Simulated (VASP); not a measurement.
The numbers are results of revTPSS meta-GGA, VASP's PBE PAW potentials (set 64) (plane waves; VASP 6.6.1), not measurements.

VASP input:

POSCAR:
```
Be
1
    1.1536055913    -1.9981033242     0.0000000000
    1.1536055913     1.9981033242     0.0000000000
    0.0000000000     0.0000000000     3.6232175159
Be
2
Direct
  0.3333330000   0.6666670000   0.2500000000
  0.6666670000   0.3333330000   0.7500000000
```

**KPOINTS**
```
K-points
0
G
  18 18 10
0 0 0
```

INCAR:
```
! general
SYSTEM   =  Be
PREC     =  Accurate
ENCUT    =  520
LREAL    =  .FALSE.
LASPH    =  .TRUE.

! electronic loop
EDIFF    =  1E-7
NELM     =  100
ALGO     =  Normal
LMIXTAU  =  .TRUE.

! smearing
ISMEAR   =  1
SIGMA    =  0.1

! functional
METAGGA  =  RTPSS

! ions
IBRION   =  2
NSW      =  30
ISIF     =  4
EDIFFG   =  -0.01

! output
LWAVE    =  .FALSE.
LCHARG   =  .FALSE.
```

POTCAR, in this order: Be (PBE.64 set). Program: vasp_std.

Task: Predict the energy per atom (σ→0), band gap (on the k-mesh).

Result: 
```
Quantity                                                     Value
------------------------  ----------------------------------------
energy per atom (σ→0)                           -461.8 kJ/mol-atom
band gap (on the k-mesh)  none (metal, semimetal or under 0.01 eV)
```

**OSZICAR**
```
...
DAV:   7    -0.957186572830E+01   -0.41419E-07   -0.10041E-09  1614   0.319E-04
   2 F= -.95718657E+01 E0= -.95718098E+01  d E =-.299475E-03
       N       E                     dE             d eps       ncg     rms          rms(c)
DAV:   1    -0.957187426427E+01   -0.85774E-05   -0.10176E-04  3408   0.665E-02    0.393E-03
DAV:   2    -0.957187402142E+01    0.24284E-06   -0.52651E-07  3216   0.637E-03    0.233E-03
DAV:   3    -0.957187391616E+01    0.10526E-06   -0.98294E-08  3222   0.248E-03    0.958E-05
DAV:   4    -0.957187386989E+01    0.46274E-07   -0.76007E-09  1662   0.556E-04
   3 F= -.95718739E+01 E0= -.95718165E+01  d E =-.307616E-03
```

The compound is Be in the hcp structure. This cell is one point of a volume scan, at 1.06 of the reference volume. Symmetry was kept, so distortions that lower it aren't found.
